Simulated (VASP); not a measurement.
Computed with r2SCAN meta-GGA, VASP's PBE PAW potentials (set 64) (plane waves; VASP).

A VASP calculation is set up with these files.

**KPOINTS**
```
K-points
0
G
  9 9 5
```

### INCAR
```
! general
SYSTEM   =  SiC
PREC     =  Accurate
ENCUT    =  520
LREAL    =  F
LASPH    =  T

! electronic loop
EDIFF    =  1E-7
NELM     =  100
ALGO     =  Normal
LMIXTAU  =  T

! smearing
ISMEAR   =  -5

! functional
METAGGA  =  R2SCAN

! ions
ISIF     =  2

! output
LWAVE    =  F
LCHARG   =  F
LORBIT   =  11
NEDOS    =  601

! other
LEFG     =  T
```

### KPOINTS_OPT
```
k-points along high-symmetry lines
6
Line-mode
Reciprocal
  0.000000   0.000000   0.000000 ! GAMMA
  0.000000   0.500000   0.000000 ! M

  0.000000   0.500000   0.000000 ! M
 -0.333333   0.666667   0.000000 ! K

 -0.333333   0.666667   0.000000 ! K
  0.000000   0.000000   0.000000 ! GAMMA

  0.000000   0.000000   0.000000 ! GAMMA
  0.000000   0.000000   0.500000 ! A

  0.000000   0.000000   0.500000 ! A
  0.000000   0.500000   0.500000 ! L

  0.000000   0.500000   0.500000 ! L
 -0.333333   0.666667   0.500000 ! H

 -0.333333   0.666667   0.500000 ! H
  0.000000   0.000000   0.500000 ! A

  0.000000   0.500000   0.500000 ! L
  0.000000   0.500000   0.000000 ! M

 -0.333333   0.666667   0.500000 ! H
 -0.333333   0.666667   0.000000 ! K
```

File POSCAR:
```
SiC
1
    1.5371876967    -2.6624869490     0.0000000000
    1.5371876967     2.6624869490    -0.0000000000
    0.0000000000    -0.0000000000     5.0470849246
Si C
2 2
Direct
  0.6666670000   0.3333330000   0.4996030278
  0.3333330000   0.6666670000   0.9996030278
  0.6666670000   0.3333330000   0.8753969722
  0.3333330000   0.6666670000   0.3753969722
```

POTCAR, in this order: Si C (PBE.64 set). Program: vasp_std.

What VASP printed:

File OSZICAR:
```
       N       E                     dE             d eps       ncg     rms          rms(c)
DAV:   1     0.262411386287E+02    0.26241E+02   -0.76826E+03   864   0.124E+03
DAV:   2    -0.415711137308E+02   -0.67812E+02   -0.63416E+02  1256   0.192E+02
DAV:   3    -0.446179038990E+02   -0.30468E+01   -0.30336E+01  1132   0.409E+01
DAV:   4    -0.446513196607E+02   -0.33416E-01   -0.33392E-01  1068   0.510E+00
DAV:   5    -0.446518762978E+02   -0.55664E-03   -0.55647E-03  1124   0.622E-01    0.130E+01
DAV:   6    -0.390041408083E+02    0.56477E+01   -0.99016E+00  1056   0.212E+01    0.750E+00
DAV:   7    -0.380480691551E+02    0.95607E+00   -0.67435E-01  1016   0.705E+00    0.291E+00
DAV:   8    -0.384841353086E+02   -0.43607E+00   -0.95777E-01  1064   0.816E+00    0.180E+00
DAV:   9    -0.384273091436E+02    0.56826E-01   -0.25241E-01   980   0.505E+00    0.452E-01
DAV:  10    -0.386280702773E+02   -0.20076E+00   -0.74839E-02   904   0.300E+00    0.394E-01
DAV:  11    -0.386303745067E+02   -0.23042E-02   -0.44129E-03  1092   0.679E-01    0.150E-01
DAV:  12    -0.386361522999E+02   -0.57778E-02   -0.45681E-03   944   0.801E-01    0.594E-02
DAV:  13    -0.386374440517E+02   -0.12918E-02   -0.56789E-04   972   0.299E-01    0.573E-02
DAV:  14    -0.386369447293E+02    0.49932E-03   -0.81171E-05  1080   0.108E-01    0.411E-02
DAV:  15    -0.386375972076E+02   -0.65248E-03   -0.36862E-04   920   0.221E-01    0.178E-02
DAV:  16    -0.386375051733E+02    0.92034E-04   -0.11268E-05  1088   0.447E-02    0.111E-02
DAV:  17    -0.386375160345E+02   -0.10861E-04   -0.40575E-07  1032   0.745E-03    0.573E-03
DAV:  18    -0.386375069456E+02    0.90889E-05   -0.22176E-07   728   0.503E-03    0.321E-03
DAV:  19    -0.386375109974E+02   -0.40518E-05   -0.76025E-08   588   0.382E-03    0.266E-03
DAV:  20    -0.386375026165E+02    0.83809E-05   -0.40719E-08   556   0.201E-03    0.923E-04
DAV:  21    -0.386375030193E+02   -0.40276E-06   -0.56363E-09   524   0.719E-04    0.655E-04
DAV:  22    -0.386375034644E+02   -0.44515E-06   -0.56098E-09   520   0.103E-03    0.456E-04
DAV:  23    -0.386375034064E+02    0.58076E-07   -0.82880E-09   524   0.112E-03
   1 F= -.38637503E+02 E0= -.38637503E+02  d E =0.000000E+00
       N       E                     dE             ncg
       N       E                     dE             ncg
```

OUTCAR:
```
------------------------ aborting loop because EDIFF is reached ----------------------------------------
  FORCE on cell =-STRESS in cart. coord.  units (eV):
  Direction    XX          YY          ZZ          XY          YZ          ZX
  --------------------------------------------------------------------------------------
  Total        0.0052877      0.0052877     -0.0040317      0.0000000      0.0000000      0.0000000
  in kB        0.2050648      0.2050647     -0.1563553      0.0000000      0.0000000      0.0000000
  external PRESSURE =       0.0845914 kB  Pullay stress =       0.0000000 kB
  volume of cell :       41.31
      direct lattice vectors                 reciprocal lattice vectors
     1.537187697 -2.662486949  0.000000000     0.325269322 -0.187794348  0.000000000
     1.537187697  2.662486949  0.000000000     0.325269322  0.187794348  0.000000000
     0.000000000  0.000000000  5.047084925     0.000000000  0.000000000  0.198134173
  FREE ENERGIE OF THE ION-ELECTRON SYSTEM (eV)
  ---------------------------------------------------
  free  energy   TOTEN  =       -38.6375034064 eV

  energy  without entropy=      -38.6375034064  energy(sigma->0) =      -38.63750341

 total charge

# of ion       s       p       d       tot
------------------------------------------
    1        0.703   0.977   0.000   1.679
    2        0.703   0.977   0.000   1.679
    3        0.851   1.718   0.000   2.569
    4        0.851   1.718   0.000   2.569
--------------------------------------------------
tot          3.107   5.389   0.000   8.496
```
(Selected blocks of OUTCAR.)

The compound is SiC in the wurtzite structure, the rare 2H polytype. It was relaxed first.
